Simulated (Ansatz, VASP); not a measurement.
# SiO2 (Quartz) in two plane-wave programs

Aim: how closely do two programs agree when they are given the same cell, functional and k mesh? The cell is taken from a series of runs on this material, whose earlier steps may have relaxed, scaled, displaced or heated it; both programs get it as it stands.

Method: plane waves, with VASP 6.6.1 beside it; relaxation of cell and atoms at PBE with D3(BJ), in Ansatz 0.2.0.

## 1. The starting structure

It takes space group P3_121 (No. 152, trigonal). The conventional cell has a = 4.917 Å, b = 4.917 Å, c = 5.423 Å, α = 90.00°, β = 90.00°, γ = 120.00°. Si has 4 O at 1.62 to 1.63 Å nearest. Nearest to O lie 2 Si at 1.62 to 1.63 Å. Farther neighbours and most contacts between anions are not listed.

## 2. VASP: relaxation of cell and atoms, PBE with D3(BJ)

The relaxed volume is the usual yardstick between codes: in a stiff, nearly cubic crystal its relative difference is about their pressure difference at one cell divided by the bulk modulus.

Lines of VASP's logs that name or quote its potential files are left out, and so is its time.

Input file INCAR:

```
SYSTEM = SiO2
PREC = Accurate
ENCUT = 600
EDIFF = 1E-07
NELM = 120
ISMEAR = 0
SIGMA = 0.01
LREAL = .FALSE.
ALGO = Normal
GGA = PE
IVDW = 12
NBANDS = 33
LORBIT = 11
LWAVE = .FALSE.
LCHARG = .FALSE.
ISIF = 3
IBRION = 2
NSW = 80
EDIFFG = -0.005
LASPH = .TRUE.
GGA_COMPAT = .FALSE.
NELMIN = 4
EFERMI = MIDGAP
KPAR = 2
```

Input file POSCAR:

```
SiO2
1.0
    4.9167680000      0.0000000000      0.0000000000
   -2.4583840000      4.2580460000      0.0000000000
    0.0000000000      0.0000000000      5.4227450000
Si O
3 6
Direct
    0.5337437113      0.0000000000      0.3333333948
    0.9999999677      0.5337436467      0.6666667896
    0.4662563210      0.4662563533      0.0000000000
    0.1363974661      0.4101599654      0.8867582746
    0.5898399633      0.7262373399      0.2200914850
    0.2737624533      0.8636024599      0.5534248798
    0.4101598759      0.1363973052      0.1132419098
    0.7262375007      0.5898400346      0.7799085150
    0.8636026234      0.2737626601      0.4465751202
```

Input file KPOINTS:

```
Automatic mesh
0
Gamma
6 6 4
0 0 0
```

Potentials, in the order of the species: Si and O (PBE family, release 64).

On the command line:

```sh
$ mpirun -np 2 vasp_std
```

Numbers of over 12 decimals in the logs are rounded to 6 here.

Output:

```text
[banner, memory and clock lines left out]
running    2 mpi-ranks, on    1 nodes
 distrk:  each k-point on    1 cores,    2 groups
 distr:  one band on    1 cores,    1 groups

 POSCAR found type information on POSCAR SiO
 POSCAR found :  2 types and       9 ions
 LDA part: xc-table for (Slater+PW92), standard interpolation
 POSCAR, INCAR and KPOINTS ok, starting setup
 FFT: planning ... GRIDC
 FFT: planning ... GRID_SOFT
 FFT: planning ... GRID
 WAVECAR not read
 entering main loop
       N       E                     dE             d eps       ncg     rms          rms(c)
DAV:   1     0.300770774458E+03    0.30077E+03   -0.27295E+04  1584   0.151E+03
DAV:   2    -0.603397310993E+02   -0.36111E+03   -0.34832E+03  2064   0.323E+02
DAV:   3    -0.801140626700E+02   -0.19774E+02   -0.19691E+02  2007   0.792E+01
DAV:   4    -0.803361464931E+02   -0.22208E+00   -0.22184E+00  1968   0.941E+00
DAV:   5    -0.803395985778E+02   -0.34521E-02   -0.34504E-02  2008   0.115E+00    0.248E+01
DAV:   6    -0.710601937406E+02    0.92794E+01   -0.35715E+01  1892   0.321E+01    0.118E+01
DAV:   7    -0.710927981132E+02   -0.32604E-01   -0.10217E+00  1935   0.501E+00    0.433E+00
DAV:   8    -0.710970316561E+02   -0.42335E-02   -0.46458E-02  1944   0.168E+00    0.165E+00
DAV:   9    -0.711098546020E+02   -0.12823E-01   -0.24553E-02  1879   0.116E+00    0.334E-01
DAV:  10    -0.711113666867E+02   -0.15121E-02   -0.32981E-03  1976   0.312E-01    0.101E-01
DAV:  11    -0.711113098707E+02    0.56816E-04   -0.90788E-04  1968   0.178E-01    0.162E-02
DAV:  12    -0.711113167321E+02   -0.68614E-05   -0.25352E-05  1968   0.300E-02    0.145E-02
DAV:  13    -0.711113181653E+02   -0.14332E-05   -0.11775E-05  1960   0.190E-02    0.373E-03
DAV:  14    -0.711113187851E+02   -0.61975E-06   -0.55263E-07  1952   0.431E-03    0.760E-04
DAV:  15    -0.711113187840E+02    0.10832E-08   -0.29984E-08  1408   0.100E-03
   1 F= -.72394460E+02 E0= -.72394460E+02  d E =-.723945E+02
[... from here on, the cycles between the ionic steps are left out ...]
   2 F= -.72394435E+02 E0= -.72394435E+02  d E =0.249440E-04
   3 F= -.72394543E+02 E0= -.72394543E+02  d E =-.824612E-04
   4 F= -.72394570E+02 E0= -.72394570E+02  d E =-.277520E-04
   5 F= -.72394574E+02 E0= -.72394574E+02  d E =-.312951E-04
   6 F= -.72394584E+02 E0= -.72394584E+02  d E =-.100404E-04
   7 F= -.72394587E+02 E0= -.72394587E+02  d E =-.130252E-04
   8 F= -.72394589E+02 E0= -.72394589E+02  d E =-.248779E-05
   9 F= -.72394594E+02 E0= -.72394594E+02  d E =-.710235E-05
  10 F= -.72394595E+02 E0= -.72394595E+02  d E =-.777213E-05
  11 F= -.72394597E+02 E0= -.72394597E+02  d E =-.216691E-05
 ZBRENT: can't locate minimum, use default step
 trial-energy change:   -0.000002  1 .order   -0.000002   -0.000002   -0.000002
 step:   0.5070(harm=  0.6237)  dis= 0.00021  next Energy=   -72.394600 (dE=-0.572E-05)
 bond charge predicted
       N       E                     dE             d eps       ncg     rms          rms(c)
DAV:   1    -0.711100378738E+02    0.12960E-03   -0.12515E-03  1584   0.223E-01    0.141E-02
DAV:   2    -0.711100368847E+02    0.98910E-06   -0.30266E-05  2014   0.329E-02    0.445E-03
DAV:   3    -0.711100365219E+02    0.36279E-06   -0.94188E-07  1894   0.630E-03    0.196E-03
DAV:   4    -0.711100364647E+02    0.57186E-07   -0.22293E-07  1395   0.332E-03
  12 F= -.72394600E+02 E0= -.72394600E+02  d E =-.568110E-05
 curvature:  -0.77 expect dE=-0.425E-05 dE for cont linesearch -0.155E-06
 trial: gam= 0.16116 g(F)=  0.502E-05 g(S)=  0.509E-06 ort = 0.311E-05 (trialstep = 0.203E+00)
 search vector abs. value=  0.777E-05
 reached required accuracy - stopping structural energy minimisation
```

OUTCAR, selected parts (step 2):

```text
ion  position               nearest neighbor table
   1  0.534  0.000  0.333-   9 1.62   5 1.62   7 1.63   6 1.63   2 3.06   3 3.06   3 3.06   2 3.06

  LATTYP: Found a hexagonal cell.
 ALAT       =     4.9167680000
 C/A-ratio  =     1.1029084553

 Subroutine GETGRP returns: Found  6 space group operations
 (whereof  2 operations were pure point group operations)

The static configuration has the point symmetry C_2 .
 The point group associated with its full space group is D_3 .

 Found     24 irreducible k-points:

   k-points           NKPTS =     24   k-points in BZ     NKDIM =     24   number of bands    NBANDS=     33

   dimension x,y,z NGX =    40 NGY =   40 NGZ =   48
   dimension x,y,z NGXF=    80 NGYF=   80 NGZF=   96

   ENCUT  =  600.0 eV  44.10 Ry    6.64 a.u.   9.82  9.82 10.83*2*pi/ulx,y,z

   NELECT =      48.0000    total number of electrons

 k-points in reciprocal lattice and weights: Automatic mesh
   0.00000000  0.00000000  0.00000000       0.007
   0.16666667 -0.00000000  0.00000000       0.042
   0.33333333 -0.00000000  0.00000000       0.042
   0.50000000  0.00000000  0.00000000       0.021
   0.16666667  0.16666667  0.00000000       0.042
   0.33333333  0.16666667  0.00000000       0.083
   0.33333333  0.33333333  0.00000000       0.014
   0.00000000  0.00000000  0.25000000       0.014
   0.16666667 -0.00000000  0.25000000       0.042
[...]
0.33333333  0.16666667  0.50000000       0.083
   0.33333333  0.33333333  0.50000000       0.014

 Edisp (eV)   -1.28443

 average (electrostatic) potential at core
       1 -86.5368       2 -86.5369       3 -86.5369       4 -72.3806       5 -72.3805
       6 -72.3805       7 -72.3805       8 -72.3805       9 -72.3805

 E-fermi :   4.0052

 k-point     1 :       0.0000    0.0000    0.0000
  band No.  band energies     occupation
    ...
     20       0.0699      2.00000
     21       0.0699      2.00000
     22       0.2838      2.00000
     23       0.8058      2.00000
     24       0.8058      2.00000
     25       6.9259      0.00000
     26      10.2708      0.00000
     27      10.2708      0.00000
     28      10.8487      0.00000
     29      10.8487      0.00000
    ...

 k-point     2 :       0.1667   -0.0000    0.0000
  band No.  band energies     occupation
    ...
     20       0.0190      2.00000
     21       0.0881      2.00000
     22       0.2365      2.00000
     23       0.8433      2.00000
     24       0.8801      2.00000
     25       7.3579      0.00000
     26      10.2642      0.00000
     27      10.3226      0.00000
     28      10.7996      0.00000
     29      10.9603      0.00000
    ...

 k-point     3 :       0.3333   -0.0000    0.0000
  band No.  band energies     occupation
    ...
     20       0.0047      2.00000
     21       0.0936      2.00000
     22       0.2969      2.00000
     23       0.8497      2.00000
     24       0.9926      2.00000
     25       8.3664      0.00000
     26      10.2837      0.00000
     27      10.3350      0.00000
     28      10.8625      0.00000
     29      11.2969      0.00000
    ...

 Edisp (eV)   -1.28456

  Total      -0.00675    -0.00675    -0.00198     0.00000     0.00000     0.00000
  in kB      -0.09528    -0.09528    -0.02790     0.00000     0.00000     0.00000
  external pressure =       -0.07 kB  Pullay stress =        0.00 kB

  energy-cutoff  :      600.00
  volume of cell :      113.42
      direct lattice vectors                 reciprocal lattice vectors
     4.914631270 -0.000000000  0.000000000     0.203474064  0.117475806 -0.000000000
    -2.457315635  4.256195538 -0.000000000     0.000000000  0.234951611 -0.000000000
    -0.000000000  0.000000000  5.422209494    -0.000000000  0.000000000  0.184426662

 POSITION                                       TOTAL-FORCE (eV/Angst)
 -----------------------------------------------------------------------------------
      2.62469     -0.00000      1.80740         0.004032     -0.000000     -0.000000
      3.60229      2.27304      3.61481        -0.002016      0.003492     -0.000000
      1.14497      1.98315     -0.00000        -0.002016     -0.003492     -0.000000
     -0.33857      1.74624      4.80813        -0.002667      0.000139      0.001446
      1.11431      3.08986      1.19332         0.001213     -0.002379      0.001446
     -0.77574      3.67629      3.00073         0.001453      0.002240      0.001446
      1.68158      0.57991      0.61408         0.001453     -0.002240     -0.001446
      2.11874      2.50995      4.22889        -0.002667     -0.000139     -0.001446
      3.57163      1.16634      2.42148         0.001213      0.002379     -0.001446
 -----------------------------------------------------------------------------------
    total drift:                                0.000012      0.002385     -0.001133

  FREE ENERGIE OF THE ION-ELECTRON SYSTEM (eV)
  ---------------------------------------------------
  free  energy   TOTEN  =       -72.3946002864 eV

  energy  without entropy=      -72.3946002864  energy(sigma->0) =      -72.39460029

 reached required accuracy - stopping structural energy minimisation

 total charge
# of ion       s       p       d       tot
------------------------------------------
    1        0.643   0.986   0.000   1.628
    2        0.643   0.986   0.000   1.628
    3        0.643   0.986   0.000   1.628
    4        1.546   3.689   0.000   5.236
    5        1.546   3.689   0.000   5.236
    6        1.546   3.689   0.000   5.236
    7        1.546   3.689   0.000   5.236
    8        1.546   3.689   0.000   5.236
    9        1.546   3.689   0.000   5.236
--------------------------------------------------
tot         11.207  25.093   0.000  36.300

[... 3 further parts left out ...]
```

The run keeps the 6 symmetry operations of its start, so it cannot find a distortion of lower symmetry.

## 3. Ansatz: relaxation of cell and atoms, PBE with D3(BJ)

Ansatz runs on its PAW soft_1 files.

The same cell, functional and mesh now go to Ansatz, which takes its cutoff from its data sets.

Input file input.yaml:

```yaml
crystal:
  lattice:
    - [4.9167678594, 0.0, 0.0]
    - [-2.4583839297, 4.2580458707, 0.0]
    - [0.0, 0.0, 5.4227453337]
  atoms:
    - { symbol: Si, position: [0.5337436495, 0.0, 0.3333333333] }
    - { symbol: Si, position: [0.0, 0.5337436495, 0.6666666667] }
    - { symbol: Si, position: [0.4662563505, 0.4662563505, 0.0] }
    - { symbol: O, position: [0.1363974142, 0.4101600244, 0.886758168] }
    - { symbol: O, position: [0.5898399756, 0.7262373897, 0.2200915013] }
    - { symbol: O, position: [0.2737626103, 0.8636025858, 0.5534248346] }
    - { symbol: O, position: [0.4101600244, 0.1363974142, 0.113241832] }
    - { symbol: O, position: [0.7262373897, 0.5898399756, 0.7799084987] }
    - { symbol: O, position: [0.8636025858, 0.2737626103, 0.4465751654] }
kpoints:
  mp_grid: { grid: [6, 6, 4] }
hamiltonian:
  xc: pbe
  dispersion: d3bj
  pseudopotentials: { kind: paw, azcp: { folder: soft_1 } }
scf:
  occupations: { method: fixed }
output:
  forces: true
  stress: true
  eigenvalues: true
relax:
  adjacent_minimum: "off"
  f_tol: 0.001
  max_steps: 60
  cell: { stress_tol: 0.01 }
```

On the command line:

```sh
$ ansatz run input.yaml --threads 4 --pin off --max-ram 8192MiB --backend cpu --events-out ev --progress --plain --runs-dir out
```

Output:

```text
Engine: ansatz 0.2.0, x86_64-unknown-linux-gnu
Pseudopotentials: kind: paw
Pseudopotential: Si, paw, valence charge 4, recommended cutoff 420 eV (normal), soft_1/Si.paw.azcp
Pseudopotential: O, paw, valence charge 6, recommended cutoff 420 eV (normal), soft_1/O.paw.azcp
Functional definition: PBE
  parameter kappa = 0.804
  parameter beta = 0.066725
  exchange = pbe_x(kappa = kappa, mu = beta*pi^2/3)
  correlation = pbe_c(beta = beta)
Crystal: 9 atoms, lattice volume = 113.530 Å³
Basis set: ecut = 420 eV, 2209 PW (Γ), exchange–correlation on 72×72×80 points (8 copies of the dense FFT grid, shifted against one another)
Bands: 33, of which v1, the nominal top of the filled ones, is band 24 counted from 1 (23 counted from 0)
Symmetry: 6 space group operations
Space group: P3121 (ITA 152), of the structure as read, at distance tolerance 4.8e-5 Å
k-points: 24 of 144 (time reversal used)
Non-local potential: Si, projectors of the file, l = 0: 2, l = 1: 2, l = 2: 1
Non-local potential: O, projectors of the file, l = 0: 2, l = 1: 2, l = 2: 1
PAW form: soft (Blöchl's): semilocal exchange-correlation on the pseudo side does not see the compensation charge
PAW one-centre angular grid: Si, 110 points (default); XC on 64 Gauss nodes
PAW one-centre angular grid: O, 110 points (default); XC on 64 Gauss nodes
Initial density: superposition of atomic densities (chi_scale 0.1, normalization cell, long waves kept (reshape's long-wave potential 0.01 eV rms))
Initial wavefunctions: pseudopotential atomic-orbital guess
Functional: x = pbe(κ = 0.804, μ = 0.219515), c = pbe(β = 0.066725)
SCF iter   1: F=—  HF=-5328.313144 eV  |F-HF|=—  |Δ(HF+E_count)|=         —  Δρ=1.31e-1  dr2=1.76e1  ethr=3.10e-3  ⟨swp⟩=5.0  Hψ=3378  notcnv=0  defer=151
preconditioner: auto → Resta (q_TF=auto, 2.364 Å⁻¹)  ε∞=2.8  [insulator: Δε(μ)=7.143 eV  Ē_g=17.960 eV  n_scr=22 (ndim 8)  ℏωp=24.1 eV  f_vac=0.003  ε∞_Penn≈2.8]
SCF iter   2: F=—  HF=-5323.529552 eV  |F-HF|=—  |Δ(HF+E_count)|=    4.78e0  Δρ=4.39e-2  dr2=9.04e-1  ethr=3.10e-3  ⟨swp⟩=3.7  Hψ=2073  notcnv=0  defer=146
SCF iter   3: F=—  HF=-5323.478765 eV  |F-HF|=—  |Δ(HF+E_count)|=   5.08e-2  Δρ=2.18e-2  dr2=2.95e-1  ethr=1.88e-3  ⟨swp⟩=2.0  Hψ=808  notcnv=0  defer=160
SCF iter   4: F=—  HF=-5323.501032 eV  |F-HF|=—  |Δ(HF+E_count)|=   2.23e-2  Δρ=1.54e-3  dr2=2.04e-3  ethr=6.15e-4  ⟨swp⟩=3.0  Hψ=1352  notcnv=0  defer=163
SCF iter   5: F=—  HF=-5323.505310 eV  |F-HF|=—  |Δ(HF+E_count)|=   4.28e-3  Δρ=2.83e-4  dr2=1.16e-4  ethr=4.24e-6  ⟨swp⟩=3.0  Hψ=1285  notcnv=0  defer=166
SCF iter   6: F=—  HF=-5323.505466 eV  |F-HF|=—  |Δ(HF+E_count)|=   1.56e-4  Δρ=6.46e-5  dr2=6.96e-6  ethr=2.41e-7  ⟨swp⟩=2.0  Hψ=1219  notcnv=0  defer=166
SCF iter   7: F=—  HF=-5323.505481 eV  |F-HF|=—  |Δ(HF+E_count)|=   1.53e-5  Δρ=1.14e-5  dr2=1.39e-7  ethr=1.45e-8  ⟨swp⟩=2.0  Hψ=1375  notcnv=0  defer=156
[...]
SCF iter   4: F=-5323.505479 eV  HF=-5323.505479 eV  |F-HF|=0.00e0  |Δ(HF+E_count)|=  1.61e-10  Δρ=6.38e-8  dr2=2.54e-12  ethr=1.00e-12  ⟨swp⟩=15.0  Hψ=6222  notcnv=0
SCF 4 converged in 4 iterations: F = -5323.505479 eV  dr2 = 2.54e-12
relax step   4: F+E_penalty+E_count = -5323.50547903 eV  Δ(F+E_penalty+E_count) = -1.872e-5 eV  max|allowed force component| = 5.720e-4 eV/Å  Δτ_max = 0.0000 Å  P = -0.001 GPa  Ω = 113.540 Å³  stress off target by 2.12e-3 GPa  SCF on the basis re-selected at this cell (its energy is not comparable with the rows above)  (4 SCF iters)
basis re-selected at this cell: Δ(F+E_penalty+E_count) = -1.872e-5 eV, ΔP = +0.000 GPa vs the last step (what re-selecting the basis moved, of the pressure what is left beyond the Pulay correction that the steps carried, after the strain that the cell walked since its last selection, with what the two solves' SCF thresholds leave and, on support functions, any second-order correction that the steps lacked; it is no m [...]
SCF converged after 4 iterations
Free energy (F): -5323.505479 eV
Harris-Foulkes:  -5323.505479 eV  (|F-HF|=0.00e0)
Internal energy: -5323.505479 eV  (E = F + TS)
E sigma→0 (E₀):  -5323.505479 eV
Fermi energy:    2.490920 eV
--- Per-component energies (eV) ---
  E_band       = -203.884065
  E_kinetic    = 1164.932655
  E_local      = -2888.439469  (includes V_loc(G=0)·N_el)
  E_nonlocal   = 379.533133
  E_hartree    = 1055.063096
  E_xc         = -602.766518
  E_vxc        = -696.580695  (∫ρ·V_xc dr)
  E_paw        = -2517.868264  (= ΣΔE_a)
  E_vpaw       = -273.460918  (= ΣTr[D̂ρ^β])
  E_aug_tail   = 0.004997  (compensation charges beyond the density's cutoff)
  E_ewald      = -1912.681848
  E_disp       = -1.283262  (pairwise vdW)
  E_smearing   = -0.000000  (= −TS)
  E_closure    = 0.000000  (closes the sum)
  Σ components = -5323.505479   (vs F -5323.505479, Δ=0.00e0)
--- Forces (eV/Å), atoms counted from 1 ---
  atom   1  Si     0.00057195    -0.00000000    -0.00000000
  atom   2  Si    -0.00028598     0.00049532     0.00000000
  atom   3  Si    -0.00028598    -0.00049532    -0.00000000
  atom   4  O      0.00047214     0.00016387     0.00000020
  atom   5  O     -0.00037798     0.00032695     0.00000020
  atom   6  O     -0.00009416    -0.00049082     0.00000020
  atom   7  O     -0.00009416     0.00049082    -0.00000020
  atom   8  O      0.00047214    -0.00016387    -0.00000020
  atom   9  O     -0.00037798    -0.00032695    -0.00000020
  max |Σ_I F_I| component: 6.59e-17 eV/Å
--- Stress (GPa, compression-positive) ---
       -0.000395      -0.000000       0.000000
       -0.000000      -0.000395      -0.000000
        0.000000      -0.000000      -0.002120
  P = ⅓ Tr σ = -0.0010 GPa (-0.010 kbar)
--- Band table (eV; the first three rows and the last of 24) ---
  k-point 0: bands = [... 20 lower, 1.4734, 1.6883, 2.2145, 2.2145, 8.3265, 11.6892, 11.6892, 12.2611, ... 5 higher]
  k-point 1: bands = [... 20 lower, 1.3956, 1.8533, 2.3012, 2.3788, 8.9323, 11.5308, 11.6039, 11.7352, ... 5 higher]
  k-point 2: bands = [... 20 lower, 1.2683, 2.2085, 2.2085, 2.4198, 10.2937, 10.2937, 11.5452, 12.0838, ... 5 higher]
  k-point 23: bands = [... 20 lower, 1.5820, 1.7636, 1.9470, 1.9470, 11.1843, 12.0914, 12.0914, 12.4370, ... 5 higher]
--- Relaxed structure (3 steps of the walk, 3 accepted, 1 SCFs on fresh bases) ---
  F+E_penalty+E_count = -5323.50547903 eV   max|allowed force component| = 5.720e-4 eV/Å   (the final SCF, on the basis selected at the relaxed cell)
  cell:  # Å, volume = 113.5397 Å³
    - [4.916819, 0, 0]
    - [-2.458410, 4.258090, 0]
    - [0, 0, 5.423112]
  atoms:
    - { symbol: Si, position: [0.533780, 0, 0.333333] }
    - { symbol: Si, position: [-5.551851047657133e-17, 0.533780, 0.666667] }
    - { symbol: Si, position: [0.466220, 0.466220, 0] }
    - { symbol: O, position: [0.136389, 0.410174, 0.886739] }
    - { symbol: O, position: [0.589826, 0.726215, 0.220072] }
    - { symbol: O, position: [0.273785, 0.863611, 0.553406] }
    - { symbol: O, position: [0.410174, 0.136389, 0.113261] }
    - { symbol: O, position: [0.726215, 0.589826, 0.779928] }
    - { symbol: O, position: [0.863611, 0.273785, 0.446594] }
```

## 4. Comparison

Known differences besides the potentials themselves: fixed occupations in Ansatz, narrow Gaussian smearing in VASP; the cutoff is 420 eV in Ansatz and 600 eV in VASP; Ansatz adds a Pulay correction to the stress that steers its cell, VASP none. Total energies have different zeros and are not compared.

Compared:

```tsv
quantity	Ansatz	VASP	difference
volume (Å³)	113.54	113.42	+0.11 %
edge a after relaxation, in the typed setting (Å)	4.917	4.915	+0.04 %
edge c after relaxation, in the typed setting (Å)	5.423	5.422	+0.02 %
```

## 5. Summary of results

* difference in volume (relaxation of cell and atoms, PBE with D3(BJ)): 0.11 %

**Reading.** The difference in volume is 0.11 % (relaxation of cell and atoms, PBE with D3(BJ)), within the 1.2 % picked in this series as the mark of a large difference, as far as the stopping tolerances let one tell. Such differences can come from data sets, numerical settings and the points named under the comparisons, not from the functional's error against experiment.

[Lines on the potential files, build, host, timing and source positions are cut from VASP's logs without a mark.]

[Logs are printed without paths, hosts, clocks, repeated set-up lines and the standing remarks that a program may print on its own settings, such as how far it seeks lower states.]

[Hosts, paths, dates, database ids (printed as entryN), source tags and the programs' standing remarks are cut or masked in the printed files.]
